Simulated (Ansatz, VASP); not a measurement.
## Cross-check of Hf (Hafnium) between VASP and Ansatz

Wanted: the spread between two codes on one cell, functional and k mesh. The cell is taken from a series of runs on this material, whose earlier steps may have relaxed, scaled, displaced or heated it; both programs get it as it stands.

Program: Ansatz 0.2.0. Level of theory: plane waves, with VASP 6.6.1 beside it; zone-centre phonons at PBEsol. Results are calculated unless marked as measured.

## Step 1: Set-up

The structure is hexagonal, space group P6_3/mmc (No. 194). The conventional cell has a = 3.188 Å, b = 3.188 Å, c = 4.846 Å, α = 90.00°, β = 90.00°, γ = 120.00°. Nearest to Hf lie 12 Hf at 3.04 to 3.19 Å.

## Step 2: Ansatz: zone-centre phonons, PBEsol

Ansatz runs on its PAW soft_1 files.

Second derivatives magnify differences that forces hide, and they need a tight electronic threshold.

File input.yaml:

```yaml
crystal:
  lattice:
    - [3.1877896248, 0.0, 0.0]
    - [-1.5938948124, 2.760706797, 0.0]
    - [0.0, 0.0, 4.8455184906]
  atoms:
    - { symbol: Hf, position: [0.3333333332, 0.6666666668, 0.25] }
    - { symbol: Hf, position: [0.6666666668, 0.3333333332, 0.75] }
kpoints:
  mp_grid: { grid: [15, 15, 8] }
hamiltonian:
  xc: pbesol
  pseudopotentials: { kind: paw, azcp: { folder: soft_1 }, xc_functional: pbe }
scf:
  occupations: { method: methfessel_paxton, width: 0.2 }
output:
  eigenvalues: true
phonons:
  method: dfpt
```

Started as:

```console
$ ansatz run input.yaml --threads 4 --pin off --max-ram 10240MiB --backend cpu --events-out ev --progress --plain --runs-dir out
```

Numbers of over 12 decimals in the logs are rounded to 6 here.

The program printed:

```text
zone centre: on kpoints.mp_grid the ground state, and the responses unless they are solved on pairs of k-points, stand on 320 of the mesh's 1800 k-points, reduced under 4 symmetry operations, with k and −k counted as one. Each operation leaves every solved displacement unchanged or reverses it
Engine: ansatz 0.2.0, x86_64-unknown-linux-gnu
Pseudopotentials: kind: paw
Pseudopotential: Hf, paw, valence charge 26, recommended cutoff 420 eV (normal), soft_1/Hf.paw.azcp
Functional definition: PBEsol
  exchange = pbesol_x
  correlation = pbesol_c
Crystal: 2 atoms, lattice volume = 42.643 Å³
Basis set: ecut = 420 eV, 845 PW (Γ), exchange–correlation on 48×48×72 points (8 copies of the dense FFT grid, shifted against one another)
Bands: 32, of which v1, the nominal top of the filled ones, is band 26 counted from 1 (25 counted from 0)
Symmetry: 24 space group operations
k-points: 320 of 1800 (irreducible under 4 space group operations, time reversal used)
Non-local potential: Hf, projectors of the file, l = 0: 3, l = 1: 2, l = 2: 2, l = 3: 3
PAW form: soft (Blöchl's): semilocal exchange-correlation on the pseudo side does not see the compensation charge
PAW frozen core: Hf, regenerated for the run's functional, and the local potential with it (the file was generated under x = pbe(κ = 0.804, μ = 0.219515), c = pbe(β = 0.066725))
PAW one-centre angular grid: Hf, 590 points (default); XC on 64 Gauss nodes
Initial density: superposition of atomic densities (chi_scale 0.1, normalization cell)
Initial wavefunctions: pseudopotential atomic-orbital guess
Functional: x = pbesol(κ = 0.804, μ = 0.123457), c = pbesol(β = 0.046)
SCF iter   1: F=—  HF=-31197.832436 eV  |F-HF|=—  |Δ(HF+E_count)|=         —  Δρ=3.63e-2  dr2=6.69e-1  ethr=3.10e-3  ⟨swp⟩=5.2  Hψ=35500  notcnv=0
preconditioner: auto → Kerker (q_TF=auto, 2.820 Å⁻¹)  [metal: Δε(μ)=0.062 eV  Ē_g=16.905 eV  σ=0.200 eV  W_gap=0.26  n_scr=22 (ndim 8)  ℏωp=39.4 eV  f_vac=0.000  D(μ)=1.02/eV (n_scr^D=2)]
SCF iter   2: F=—  HF=-31197.683764 eV  |F-HF|=—  |Δ(HF+E_count)|=   1.49e-1  S|Δr|=    0.00e0  Δρ=2.27e-2  dr2=2.59e-1  ethr=1.29e-3  ⟨swp⟩=3.0  Hψ=20360  notcnv=0  defer=152
SCF iter   3: F=—  HF=-31197.628779 eV  |F-HF|=—  |Δ(HF+E_count)|=   5.50e-2  S|Δr|=    0.00e0  Δρ=9.76e-3  dr2=4.78e-2  ethr=4.97e-4  ⟨swp⟩=2.0  Hψ=16028  notcnv=0  defer=152
SCF iter   4: F=—  HF=-31197.582058 eV  |F-HF|=—  |Δ(HF+E_count)|=   4.67e-2  S|Δr|=    0.00e0  Δρ=3.15e-3  dr2=2.12e-3  ethr=9.20e-5  ⟨swp⟩=2.0  Hψ=18545  notcnv=0  defer=152
SCF iter   5: F=—  HF=-31197.583064 eV  |F-HF|=—  |Δ(HF+E_count)|=   1.01e-3  S|Δr|=    0.00e0  Δρ=6.53e-4  dr2=1.75e-4  ethr=4.09e-6  ⟨swp⟩=2.4  Hψ=15443  notcnv=0  defer=152
SCF iter   6: F=—  HF=-31197.583240 eV  |F-HF|=—  |Δ(HF+E_count)|=   1.76e-4  S|Δr|=    0.00e0  Δρ=1.50e-4  dr2=8.35e-6  ethr=3.37e-7  ⟨swp⟩=2.1  Hψ=18585  notcnv=0  defer=152
SCF iter   7: F=—  HF=-31197.583253 eV  |F-HF|=—  |Δ(HF+E_count)|=   1.28e-5  S|Δr|=    0.00e0  Δρ=3.52e-5  dr2=6.36e-7  ethr=1.61e-8  ⟨swp⟩=2.6  Hψ=19131  notcnv=0  defer=152
SCF iter   8: F=—  HF=-31197.583251 eV  |F-HF|=—  |Δ(HF+E_count)|=   2.02e-6  S|Δr|=    0.00e0  Δρ=6.99e-6  dr2=2.62e-8  ethr=1.22e-9  ⟨swp⟩=2.6  Hψ=15689  notcnv=0  defer=159
SCF iter   9: F=—  HF=-31197.583251 eV  |F-HF|=—  |Δ(HF+E_count)|=   1.10e-8  S|Δr|=    0.00e0  Δρ=1.48e-6  dr2=7.94e-10  ethr=5.04e-11  ⟨swp⟩=2.8  Hψ=18786  notcnv=1  defer=159
SCF iter  10: F=—  HF=-31197.583251 eV  |F-HF|=—  |Δ(HF+E_count)|=  5.06e-10  S|Δr|=    0.00e0  Δρ=2.33e-7  dr2=1.96e-11  ethr=1.53e-12  ⟨swp⟩=3.1  Hψ=19056  notcnv=0  defer=159
SCF iter  11: F=-31197.583251 eV  HF=-31197.583251 eV  |F-HF|=1.46e-11  |Δ(HF+E_count)|=  3.64e-12  S|Δr|=    0.00e0  Δρ=7.93e-8  dr2=1.37e-12  ethr=1.00e-12  ⟨swp⟩=4.9  Hψ=96321  notcnv=0
SCF 1 converged in 11 iterations: F = -31197.583251 eV  dr2 = 1.37e-12
  Residual-converged pass: ⟨swp⟩=2.0  Hψ=12545  notcnv=2  max |occ|·‖R‖ = 1.0e-6 eV (tolerance 1.0e-8 eV)  dr2=1.37e-12  dr2_onsite=2.04e-13  max |Δocc| = 4.5e-13
  greatest PAW one-centre occupation: 0.998 electrons in one spin orbital (limit 2), on the Hf atom at site 1 (counted from 0), in its partial waves of l = 0
DFPT response loops at Γ: preconditioner auto → Kerker (q_TF=auto, 2.820 Å⁻¹) (partly filled bands, converged f_vac=0.000); β = 1.00, the filter's whole step (`scf.mixing.beta` (0.50) is not read by the response loops under this deck's `scf.mixing.preconditioner`; to damp them name `kerker` or `kerker_dos`, under which they read `scf.mixing.beta`, and type it under 1.00, their step now; both keys bind the ground state too); Broyden in place of MSR1
SCF converged after 11 iterations
Stability not checked: this state was not tested for a lower state beside it, because cold or Methfessel-Paxton smearing, or corrected tetrahedra, fill the levels in a way that the test cannot read (fill_not_monotonic; see scf.lower_state_search)
Free energy (F): -31197.583251 eV
Harris-Foulkes:  -31197.583251 eV  (|F-HF|=1.46e-11)
Internal energy: -31197.589655 eV  (E = F + TS)
E sigma→0 (E₀):  -31197.584852 eV
Entropy (-TS):   0.006404 eV (3.202 meV/atom)
Fermi energy:    19.019859 eV
--- Per-component energies (eV) ---
  E_band       = 29.627704
  E_kinetic    = 822.124352
  E_local      = -12387.857930  (includes V_loc(G=0)·N_el)
  E_nonlocal   = 129.133695
  E_hartree    = 6049.784410
  E_xc         = -530.420753
  E_vxc        = -510.726321  (∫ρ·V_xc dr)
  E_paw        = -15151.216511  (= ΣΔE_a)
  E_vpaw       = -122.615077  (= ΣTr[D̂ρ^β])
  E_aug_tail   = 0.000193  (compensation charges beyond the density's cutoff)
  E_ewald      = -10131.639224
  E_core_change = 2.502112  (= ΣΔE_core)
  E_smearing   = 0.006404  (= −TS)
  E_closure    = -0.000000  (closes the sum)
  Σ components = -31197.583251   (vs F -31197.583251, Δ=0.00e0)
--- Band table (eV; the first three rows and the last of 320) ---
  k-point 0: bands = [... 22 lower, 11.4372, 15.1895, 20.0481, 20.0481, 20.1915, 20.8483, 21.0379, 21.0379, ... 2 higher]
  k-point 1: bands = [... 22 lower, 11.5999, 15.1444, 19.9131, 19.9160, 19.9160, 20.7002, 20.8754, 20.8754, ... 2 higher]
  k-point 2: bands = [... 22 lower, 12.0683, 14.9327, 19.3955, 19.7425, 19.7425, 20.3010, 20.5078, 20.5078, ... 2 higher]
  k-point 319: bands = [... 22 lower, 15.9819, 15.9819, 18.1939, 18.1939, 18.9544, 18.9544, 21.2471, 21.2471, ... 2 higher]
--- Phonons (Γ-DFPT): 2 representative perturbations + reference, on 320 of 1800 k-points (Σ response iterations 6) ---
  k mesh reduced under 4 symmetry operations, with k and −k counted as one. Each operation leaves every solved displacement unchanged or reverses it
  ASR residual: 2.761e-5 → 0.000e0 eV/Å²; symmetrization residual: 3.268e-12 eV/Å²
  ASR residual per site (eV/Å²): 2.76e-5 2.76e-5
  Γ frequencies (cm⁻¹): 0.00 0.00 0.00 84.02 84.02 135.76
  non-analytic LO–TO correction: not included (Born effective charges unavailable; polar crystals: no LO–TO splitting at Γ)
```

## Step 3: VASP: zone-centre phonons, PBEsol

The same cell, functional, mesh and smearing now go to VASP, with its own data sets.

Lines of VASP's logs that name or quote its potential files are left out, and so is its time.

File INCAR:

```
SYSTEM = Hf
PREC = Accurate
ENCUT = 500
EDIFF = 1E-08
NELM = 120
ISMEAR = 1
SIGMA = 0.2
LREAL = .FALSE.
ALGO = Normal
GGA = PS
NBANDS = 16
LASPH = .TRUE.
LORBIT = 11
LWAVE = .FALSE.
LCHARG = .FALSE.
ISIF = 2
IBRION = 8
GGA_COMPAT = .FALSE.
KPAR = 2
```

File POSCAR:

```
Hf
1.0
    3.1877896248      0.0000000000      0.0000000000
   -1.5938948124      2.7607067970      0.0000000000
    0.0000000000      0.0000000000      4.8455184906
Hf
2
Direct
    0.3333333332      0.6666666668      0.2500000000
    0.6666666668      0.3333333332      0.7500000000
```

File KPOINTS:

```
Automatic mesh
0
Gamma
15 15 8
0 0 0
```

Potentials, in the order of the species: Hf_pv (PBE family, release 64).

Started as:

```console
$ mpirun -np 2 vasp_std
```

The program printed:

```text
[banner, memory and clock lines left out]
running    2 mpi-ranks, on    1 nodes
 distrk:  each k-point on    1 cores,    2 groups
 distr:  one band on    1 cores,    1 groups

 POSCAR found type information on POSCAR Hf
 POSCAR found :  1 types and       2 ions
|                                                                             |
|               ----> ADVICE to this user running VASP <----                  |
|                                                                             |
|     You enforced a specific xc type in the INCAR file but a different       |
|     [... a line on the potential file left out ...]
|     I HOPE YOU KNOW WHAT YOU ARE DOING!                                     |
|                                                                             |

 LDA part: xc-table for (Slater+PW92), standard interpolation
 POSCAR, INCAR and KPOINTS ok, starting setup
 FFT: planning ... GRIDC
 FFT: planning ... GRID_SOFT
 FFT: planning ... GRID
 WAVECAR not read
 entering main loop
       N       E                     dE             d eps       ncg     rms          rms(c)
DAV:   1     0.458027908474E+02    0.45803E+02   -0.11386E+04  4336   0.117E+03
DAV:   2    -0.202115979034E+02   -0.66014E+02   -0.64525E+02  5712   0.248E+02
DAV:   3    -0.217200299977E+02   -0.15084E+01   -0.15022E+01  5608   0.263E+01
DAV:   4    -0.217311196705E+02   -0.11090E-01   -0.11087E-01  5376   0.274E+00
DAV:   5    -0.217312558749E+02   -0.13620E-03   -0.13619E-03  5568   0.250E-01    0.676E+01
DAV:   6    -0.211889235299E+02    0.54233E+00   -0.48492E-01  5112   0.465E+00    0.401E+01
DAV:   7    -0.209962183163E+02    0.19271E+00   -0.81036E-01  5280   0.579E+00    0.193E+00
DAV:   8    -0.209859992084E+02    0.10219E-01   -0.52369E-02  4896   0.158E+00    0.307E-01
DAV:   9    -0.209861024380E+02   -0.10323E-03   -0.11260E-03  5920   0.246E-01    0.193E-01
DAV:  10    -0.209860925703E+02    0.98678E-05   -0.50613E-05  5048   0.507E-02    0.205E-01
DAV:  11    -0.209860935372E+02   -0.96691E-06   -0.52099E-06  5848   0.163E-02    0.943E-03
DAV:  12    -0.209860936219E+02   -0.84765E-07   -0.44443E-07  5120   0.449E-03    0.514E-03
DAV:  13    -0.209860935685E+02    0.53455E-07   -0.28297E-08  4904   0.125E-03    0.120E-03
DAV:  14    -0.209860935540E+02    0.14460E-07   -0.13788E-09  3192   0.323E-04    0.248E-04
DAV:  15    -0.209860935506E+02    0.34204E-08   -0.20981E-10  2960   0.119E-04
   1 F= -.20986094E+02 E0= -.20988205E+02  d E =0.633451E-02
 Linear response reoptimize wavefunctions to high precision
DAV:   1    -0.209860935502E+02    0.43542E-09   -0.40768E-11  2984   0.511E-05
DAV:   2    -0.209860935502E+02   -0.29559E-11   -0.90274E-12  2872   0.232E-05
 Linear response DOF=           2
 Linear response progress:
  Degree of freedom:   1/  2
       N       E                     dE             d eps       ncg     rms          rms(c)
RMM:   1    -0.202128032730E+00   -0.20213E+00    0.46073E+00 18623   0.120E+01
RMM:   2    -0.207532368005E+00   -0.54043E-02   -0.38827E-02 27720   0.123E+00    0.579E-01
RMM:   3    -0.206702394897E+00    0.82997E-03   -0.44184E-03 34403   0.267E-01    0.122E-01
RMM:   4    -0.206334895456E+00    0.36750E-03   -0.50996E-04 41175   0.924E-02    0.190E-01
RMM:   5    -0.205913616471E+00    0.42128E-03   -0.46077E-05 37764   0.412E-02    0.175E-02
RMM:   6    -0.205822529904E+00    0.91087E-04   -0.38467E-05 42688   0.152E-02    0.333E-02
RMM:   7    -0.205826769472E+00   -0.42396E-05   -0.39679E-05 38292   0.690E-03    0.436E-02
RMM:   8    -0.205816798313E+00    0.99712E-05   -0.59782E-06 39195   0.318E-03    0.595E-03
RMM:   9    -0.205816733278E+00    0.65035E-07   -0.11446E-05 42607   0.818E-04    0.147E-03
RMM:  10    -0.205817149232E+00   -0.41595E-06   -0.58970E-06 41163   0.259E-04    0.656E-04
RMM:  11    -0.205817270324E+00   -0.12109E-06   -0.30586E-06 41483   0.133E-04    0.515E-04
RMM:  12    -0.205817262603E+00    0.77212E-08   -0.16753E-06 41406   0.827E-05    0.757E-05
RMM:  13    -0.205817318844E+00   -0.56241E-07   -0.88949E-07 39991   0.593E-05    0.429E-05
RMM:  14    -0.205817334401E+00   -0.15556E-07   -0.51612E-07 39821   0.459E-05    0.602E-06
RMM:  15    -0.205817337816E+00   -0.34149E-08   -0.30636E-07 33567   0.402E-05    0.172E-05
RMM:  16    -0.205817341943E+00   -0.41270E-08   -0.20747E-07 30023   0.377E-05    0.582E-06
RMM:  17    -0.205817343145E+00   -0.12026E-08   -0.14891E-07 26598   0.363E-05    0.578E-07
RMM:  18    -0.205817344768E+00   -0.16224E-08   -0.11713E-07 25572   0.357E-05    0.204E-06
RMM:  19    -0.205817345142E+00   -0.37412E-09   -0.98258E-08 23622   0.353E-05    0.164E-06
 first order change of Fermi-energy  -0.17657E-05
 force on displaced ion       1 direction 1 :  -2.344  -0.000   0.000
 Linear response progress:
  Degree of freedom:   2/  2
       N       E                     dE             d eps       ncg     rms          rms(c)
RMM:   1    -0.239616471019E+00   -0.23962E+00    0.49584E+00  6432   0.125E+01
RMM:   2    -0.249835917248E+00   -0.10219E-01   -0.44608E-02  9576   0.126E+00    0.734E-01
RMM:   3    -0.249030645991E+00    0.80527E-03   -0.37193E-03 11219   0.289E-01    0.236E-01
RMM:   4    -0.248774494785E+00    0.25615E-03   -0.11561E-04 13321   0.101E-01    0.202E-01
RMM:   5    -0.248475441817E+00    0.29905E-03    0.51241E-05 12888   0.482E-02    0.434E-02
RMM:   6    -0.248406992810E+00    0.68449E-04   -0.89334E-06 11586   0.189E-02    0.342E-02
RMM:   7    -0.248427836244E+00   -0.20843E-04    0.41199E-05 12806   0.715E-03    0.681E-03
RMM:   8    -0.248426930014E+00    0.90623E-06    0.18458E-05 13615   0.272E-03    0.243E-03
RMM:   9    -0.248416960481E+00    0.99695E-05    0.79095E-06 13281   0.120E-03    0.106E-03
RMM:  10    -0.248416837464E+00    0.12302E-06   -0.43686E-06 13184   0.479E-04    0.378E-04
RMM:  11    -0.248416541840E+00    0.29562E-06   -0.14455E-06 13497   0.206E-04    0.902E-05
RMM:  12    -0.248416544827E+00   -0.29873E-08   -0.26870E-06 14287   0.946E-05    0.541E-05
RMM:  13    -0.248416377672E+00    0.16716E-06   -0.12069E-06 13669   0.661E-05    0.143E-05
RMM:  14    -0.248416268085E+00    0.10959E-06    0.10723E-08 13675   0.509E-05    0.395E-06
RMM:  15    -0.248416265569E+00    0.25159E-08    0.43047E-08 13120   0.450E-05    0.201E-06
 first order change of Fermi-energy  -0.13108E-03
 force on displaced ion       1 direction 3 :  -0.000   0.000  -5.895
 Linear response finished
```

[end of part 1 of 2]

[Lines on the potential files, build, host, timing and source positions are cut from VASP's logs without a mark.]

[Logs are printed without paths, hosts, clocks, repeated set-up lines and the standing remarks that a program may print on its own settings, such as how far it seeks lower states.]

[Hosts, paths, dates, database ids (printed as entryN), source tags and the programs' standing remarks are cut or masked in the printed files.]
